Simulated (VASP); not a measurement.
Input:

```yaml
crystal:
  lattice:
    - [0.00000, 2.61915, 2.61915]
    - [2.61915, 0.00000, 2.61915]
    - [2.61915, 2.61915, 0.00000]
  atoms:
    - { symbol: Zr, position: [0.00000, 0.00000, 0.00000] }
    - { symbol: B, position: [0.25000, 0.25000, 0.25000] }
```

Level of theory: PBEsol GGA, VASP's PBE PAW potentials (set 64) (plane waves; VASP). Run with 520 eV cut-off, Gaussian smearing of 0.050 eV, potentials Zr_sv B.

### Question
What does the run give for the band gap (along the path) with the smallest direct gap where there is one?

### Answer

| Property | Result |
|---|---|
| band gap (along the path) | none (metal, semimetal or under 0.01 eV) |

The structure was generated: ZrB was put into the zinc blende type (F-43m), which need not be its known phase. It was relaxed first, which changed the volume by -33 %. The electron count is odd and the run is not spin-polarised, which forces a metal.
